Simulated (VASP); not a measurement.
Here is the system:

```
Cd3ZnS4
1.0
   -0.00708     5.70420     5.71452
    5.70420    -0.00708     5.71452
    2.84856     2.84856     0.00000
Zn S Cd
1 4 3
Direct
  0.00040   0.00040   0.99921
  0.11257   0.11257   0.27486
  0.11845   0.64513   0.23642
  0.64513   0.11845   0.23642
  0.62517   0.62517   0.24966
  0.00316   0.49707   0.99977
  0.49707   0.00316   0.99977
  0.49806   0.49806   0.00388
```

Method: PBEsol GGA, VASP's PBE PAW potentials (set 64) (plane waves; VASP). Settings: 400 eV cut-off, Gaussian smearing of 0.050 eV, potentials Zn S Cd.

Task: Predict the band gap (along the path) with the smallest direct gap where there is one.

Result: 
```
Item                                   Result
------------------------------------  -------
band gap (along the path)             1.12 eV
smallest direct gap (along the path)  1.12 eV
```

The structure was generated: Cd3ZnS4 was put into an ordered model structure (Amm2), which need not be its known phase. It was relaxed first.
